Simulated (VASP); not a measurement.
Data:

```
Cd
1.0
    1.49906    -2.59644     0.00000
    1.49906     2.59644     0.00000
    0.00000     0.00000     5.64031
Cd
2
Direct
  0.33333   0.66667   0.25000
  0.66667   0.33333   0.75000
```

Computed with SCAN meta-GGA, VASP's PBE PAW potentials (set 64) (plane waves; VASP). Numerical set-up: 520 eV cut-off, 14×14×7 Γ-centred mesh, first-order Methfessel-Paxton smearing of 0.10 eV, potentials Cd.

Q: The ions and cell shape at fixed volume are relaxed. Predict the relaxed structure.

A: 
```
Cd
1.0
    1.47509    -2.55493     0.00000
    1.47509     2.55493     0.00000
    0.00000     0.00000     5.82508
Cd
2
Direct
  0.33333   0.66667   0.25000
  0.66667   0.33333   0.75000
```
Space group P6_3/mmc (194), at a tolerance of 0.03 Å.

Q: How much energy does the relaxation gain?

A: The energy (σ→0) changes by -3.7 meV/atom, in 4 ionic steps.

The compound is Cd in the hcp structure. This cell is one point of a volume scan, at 1.03 of the reference volume. Symmetry was kept, so distortions that lower it aren't found.
